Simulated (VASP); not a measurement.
Level of theory: r2SCAN meta-GGA, VASP's PBE PAW potentials (set 64) (plane waves; VASP 6.6.1).

VASP input:

### POSCAR
```
SiO2
1
    1.3419877004     0.7747970284     4.5643314561
   -1.3419877004     0.7747970284     4.5643314561
   -0.0000000000    -1.5495940568     4.5643314561
Si O
1 2
Direct
  0.0000000000   0.0000000000   0.0000000000
  0.2669627626   0.2669627626   0.2669627626
  0.7330372374   0.7330372374   0.7330372374
```

KPOINTS:
```
Regular mesh
0
G
9 9 9
```

### INCAR
```
SYSTEM=SiO2
PREC=Accurate; ENCUT=520; LREAL=F
LASPH=T
EDIFF=1E-6; NELM=100; ALGO=Normal
LMIXTAU=T
ISMEAR=0; SIGMA=0.05
METAGGA=R2SCAN
IBRION=2; NSW=60; ISIF=3
EDIFFG=-0.02
LWAVE=F; LCHARG=F
```

POTCAR, in this order: Si O (PBE.64 set). Program: vasp_std.

Output of the run:

File OSZICAR:
```
...
   4 F= -.28784366E+02 E0= -.28784366E+02  d E =-.322513E-02
       N       E                     dE             d eps       ncg     rms          rms(c)
DAV:   1    -0.287854091272E+02   -0.10421E-02   -0.80304E-02  2040   0.287E+00    0.193E-01
DAV:   2    -0.287847078065E+02    0.70132E-03   -0.22804E-03  2660   0.515E-01    0.557E-02
DAV:   3    -0.287845676242E+02    0.14018E-03   -0.45332E-04  2052   0.259E-01    0.210E-02
DAV:   4    -0.287845596741E+02    0.79501E-05   -0.28051E-04  2040   0.224E-01    0.766E-03
DAV:   5    -0.287846904095E+02   -0.13074E-03   -0.11466E-04  2040   0.143E-01    0.252E-03
DAV:   6    -0.287846979045E+02   -0.74950E-05   -0.10280E-05  2224   0.421E-02    0.242E-03
DAV:   7    -0.287846996096E+02   -0.17051E-05   -0.96316E-07  1576   0.134E-02    0.132E-03
DAV:   8    -0.287846991765E+02    0.43310E-06   -0.52671E-07  1740   0.105E-02
   5 F= -.28784699E+02 E0= -.28784699E+02  d E =-.332979E-03
       N       E                     dE             d eps       ncg     rms          rms(c)
DAV:   1    -0.287865222602E+02   -0.18227E-02   -0.19418E-01  2040   0.446E+00    0.300E-01
DAV:   2    -0.287848950542E+02    0.16272E-02   -0.55113E-03  2660   0.800E-01    0.868E-02
DAV:   3    -0.287845348325E+02    0.36022E-03   -0.10953E-03  2052   0.401E-01    0.327E-02
DAV:   4    -0.287845257514E+02    0.90811E-05   -0.69188E-04  2040   0.350E-01    0.120E-02
DAV:   5    -0.287848404373E+02   -0.31469E-03   -0.28602E-04  2040   0.224E-01    0.395E-03
DAV:   6    -0.287848599097E+02   -0.19472E-04   -0.27099E-05  2232   0.683E-02    0.381E-03
DAV:   7    -0.287848649499E+02   -0.50402E-05   -0.25793E-06  2124   0.213E-02    0.223E-03
DAV:   8    -0.287848635516E+02    0.13983E-05   -0.13300E-06  1772   0.170E-02    0.717E-04
DAV:   9    -0.287848666931E+02   -0.31415E-05   -0.20072E-06  2020   0.191E-02    0.597E-04
DAV:  10    -0.287848670031E+02   -0.31006E-06   -0.93666E-08  1604   0.413E-03
   6 F= -.28784867E+02 E0= -.28784867E+02  d E =-.500806E-03
       N       E                     dE             d eps       ncg     rms          rms(c)
DAV:   1    -0.287852189578E+02   -0.35226E-03   -0.19467E-02  2040   0.138E+00    0.900E-02
DAV:   2    -0.287850906308E+02    0.12833E-03   -0.49656E-04  2376   0.234E-01    0.366E-02
DAV:   3    -0.287849971113E+02    0.93519E-04   -0.13445E-04  2040   0.134E-01    0.120E-02
DAV:   4    -0.287849853490E+02    0.11762E-04   -0.11285E-04  2084   0.139E-01    0.534E-03
DAV:   5    -0.287850347339E+02   -0.49385E-04   -0.53078E-05  2060   0.950E-02    0.198E-03
DAV:   6    -0.287850362627E+02   -0.15288E-05   -0.69966E-06  2252   0.343E-02    0.164E-03
DAV:   7    -0.287850388153E+02   -0.25527E-05   -0.10706E-06  1560   0.136E-02    0.602E-04
DAV:   8    -0.287850381125E+02    0.70280E-06   -0.34880E-07  1700   0.775E-03
   7 F= -.28785038E+02 E0= -.28785038E+02  d E =-.171109E-03
       N       E                     dE             d eps       ncg     rms          rms(c)
DAV:   1    -0.287870935620E+02   -0.20547E-02   -0.17491E-01  2040   0.413E+00    0.269E-01
DAV:   2    -0.287859759139E+02    0.11176E-02   -0.44403E-03  2376   0.699E-01    0.110E-01
DAV:   3    -0.287850635233E+02    0.91239E-03   -0.12320E-03  2040   0.409E-01    0.358E-02
DAV:   4    -0.287850832736E+02   -0.19750E-04   -0.10305E-03  2080   0.417E-01    0.160E-02
DAV:   5    -0.287854533627E+02   -0.37009E-03   -0.47733E-04  2060   0.279E-01    0.594E-03
DAV:   6    -0.287854738713E+02   -0.20509E-04   -0.66382E-05  2236   0.106E-01    0.485E-03
DAV:   7    -0.287854969252E+02   -0.23054E-04   -0.10089E-05  2148   0.408E-02    0.199E-03
DAV:   8    -0.287854914693E+02    0.54558E-05   -0.30600E-06  2404   0.244E-02    0.868E-04
DAV:   9    -0.287854987239E+02   -0.72545E-05   -0.36363E-06  2104   0.256E-02    0.398E-04
DAV:  10    -0.287854988154E+02   -0.91514E-07   -0.71745E-08  1864   0.346E-03
   8 F= -.28785499E+02 E0= -.28785499E+02  d E =-.631812E-03
       N       E                     dE             d eps       ncg     rms          rms(c)
DAV:   1    -0.287923566579E+02   -0.68579E-02   -0.69750E-01  2040   0.825E+00    0.536E-01
DAV:   2    -0.287881641929E+02    0.41925E-02   -0.17626E-02  2384   0.139E+00    0.218E-01
DAV:   3    -0.287842242554E+02    0.39399E-02   -0.49092E-03  2040   0.825E-01    0.711E-02
DAV:   4    -0.287849619356E+02   -0.73768E-03   -0.39813E-03  2084   0.812E-01    0.317E-02
DAV:   5    -0.287859293121E+02   -0.96738E-03   -0.19422E-03  2064   0.551E-01    0.118E-02
DAV:   6    -0.287860790799E+02   -0.14977E-03   -0.30911E-04  2168   0.228E-01    0.954E-03
DAV:   7    -0.287861707664E+02   -0.91686E-04   -0.41245E-05  2148   0.817E-02    0.390E-03
DAV:   8    -0.287861479564E+02    0.22810E-04   -0.13045E-05  2464   0.501E-02    0.172E-03
DAV:   9    -0.287861778772E+02   -0.29921E-04   -0.15153E-05  2100   0.517E-02    0.814E-04
DAV:  10    -0.287861783495E+02   -0.47230E-06   -0.28143E-07  1896   0.683E-03
   9 F= -.28786178E+02 E0= -.28786178E+02  d E =-.131135E-02
       N       E                     dE             d eps       ncg     rms          rms(c)
DAV:   1    -0.288101130718E+02   -0.23935E-01   -0.27724E+00  2040   0.164E+01    0.106E+00
DAV:   2    -0.287951674609E+02    0.14946E-01   -0.69430E-02  2372   0.275E+00    0.433E-01
DAV:   3    -0.287759635648E+02    0.19204E-01   -0.15972E-02  2052   0.155E+00    0.140E-01
DAV:   4    -0.287846662448E+02   -0.87027E-02   -0.10115E-02  2304   0.137E+00    0.604E-02
DAV:   5    -0.287847532788E+02   -0.87034E-04   -0.81483E-03  2068   0.112E+00    0.235E-02
DAV:   6    -0.287861399177E+02   -0.13866E-02   -0.19635E-03  2064   0.584E-01    0.193E-02
DAV:   7    -0.287866414634E+02   -0.50155E-03   -0.21006E-04  2164   0.181E-01    0.740E-03
DAV:   8    -0.287865376026E+02    0.10386E-03   -0.50364E-05  2344   0.991E-02    0.296E-03
DAV:   9    -0.287866695284E+02   -0.13193E-03   -0.71244E-05  2104   0.111E-01    0.172E-03
DAV:  10    -0.287866731291E+02   -0.36007E-05   -0.94793E-07  1932   0.123E-02    0.457E-04
DAV:  11    -0.287866737191E+02   -0.58994E-06   -0.27645E-07  1552   0.693E-03
  10 F= -.28786674E+02 E0= -.28786674E+02  d E =-.180672E-02
       N       E                     dE             d eps       ncg     rms          rms(c)
DAV:   1    -0.287873796050E+02   -0.70648E-03   -0.49181E-02  2128   0.240E+00    0.258E-01
DAV:   2    -0.287866112122E+02    0.76839E-03   -0.24601E-03  2572   0.535E-01    0.785E-02
DAV:   3    -0.287864538940E+02    0.15732E-03   -0.34505E-04  2096   0.208E-01    0.302E-02
DAV:   4    -0.287864404533E+02    0.13441E-04   -0.17234E-04  2044   0.184E-01    0.151E-02
DAV:   5    -0.287864160128E+02    0.24441E-04   -0.16236E-04  2040   0.180E-01    0.435E-03
DAV:   6    -0.287865249919E+02   -0.10898E-03   -0.58628E-05  2040   0.107E-01    0.180E-03
DAV:   7    -0.287865279725E+02   -0.29806E-05   -0.10262E-06  1940   0.142E-02    0.753E-04
DAV:   8    -0.287865290983E+02   -0.11258E-05   -0.51629E-07  1460   0.971E-03    0.429E-04
DAV:   9    -0.287865290947E+02    0.35816E-08   -0.25117E-08  1192   0.183E-03
  11 F= -.28786529E+02 E0= -.28786529E+02  d E =0.144624E-03
       N       E                     dE             d eps       ncg     rms          rms(c)
DAV:   1    -0.287870820203E+02   -0.55292E-03   -0.19524E-02  2132   0.151E+00    0.163E-01
DAV:   2    -0.287867783923E+02    0.30363E-03   -0.98318E-04  2564   0.338E-01    0.493E-02
DAV:   3    -0.287867203804E+02    0.58012E-04   -0.13461E-04  2104   0.129E-01    0.192E-02
DAV:   4    -0.287867122931E+02    0.80873E-05   -0.66546E-05  2048   0.115E-01    0.958E-03
DAV:   5    -0.287867062570E+02    0.60360E-05   -0.62013E-05  2040   0.111E-01    0.273E-03
DAV:   6    -0.287867471579E+02   -0.40901E-04   -0.21633E-05  2040   0.638E-02    0.112E-03
DAV:   7    -0.287867478799E+02   -0.72208E-06   -0.36446E-07  1924   0.855E-03
  12 F= -.28786748E+02 E0= -.28786748E+02  d E =-.741609E-04
```

**OUTCAR**
```
------------------------ aborting loop because EDIFF is reached ----------------------------------------
  FORCE on cell =-STRESS in cart. coord.  units (eV):
  Direction    XX          YY          ZZ          XY          YZ          ZX
  --------------------------------------------------------------------------------------
  Total       -0.0096930     -0.0096930      0.0171439     -0.0000000      0.0000000      0.0000000
  in kB       -0.5334546     -0.5334547      0.9435152     -0.0000000      0.0000000      0.0000000
  external PRESSURE =      -0.0411314 kB  Pullay stress =       0.0000000 kB
  volume of cell :       29.11
      direct lattice vectors                 reciprocal lattice vectors
     1.339684576  0.773467318  4.682486528     0.373222182  0.215479908  0.071187249
    -1.339684576  0.773467318  4.682486528    -0.373222182  0.215479908  0.071187249
    -0.000000000 -1.546934637  4.682486528     0.000000000 -0.430959816  0.071187249
 POSITION                                       TOTAL-FORCE (eV/Angst)
 -----------------------------------------------------------------------------------
     -0.00000     -0.00000      0.00000         0.000000     -0.000000     -0.000000
     -0.00000      0.00000      3.78263         0.000000      0.000000     -0.014908
     -0.00000      0.00000     10.26483        -0.000000     -0.000000      0.014908
 -----------------------------------------------------------------------------------
    total drift:                                0.000000     -0.000000     -0.000000
  FREE ENERGIE OF THE ION-ELECTRON SYSTEM (eV)
  ---------------------------------------------------
  free  energy   TOTEN  =       -28.7867478799 eV

  energy  without entropy=      -28.7867478799  energy(sigma->0) =      -28.78674788

 reached required accuracy - stopping structural energy minimisation
```
(Selected blocks of OUTCAR.)

**CONTCAR**
```
SiO2
   1.00000000000000
     1.3396845759001805    0.7734673184914722    4.6824865281490080
    -1.3396845759001805    0.7734673184914722    4.6824865281490080
    -0.0000000000000000   -1.5469346369829444    4.6824865281490080
  Si              O
     1     2
Direct
     0.0000000000000000    0.0000000000000000    0.0000000000000000
     0.2692747223907669    0.2692747223907669    0.2692747223907669
     0.7307252776092331    0.7307252776092331    0.7307252776092331
```

Energy and stress use the plane-wave basis of the starting cell.

The structure was generated: SiO2 was put into the CdCl2 type (R-3m), which need not be its known phase. This run relaxes it. Symmetry was kept, so distortions that lower it aren't found. The start is the result of an earlier pass.
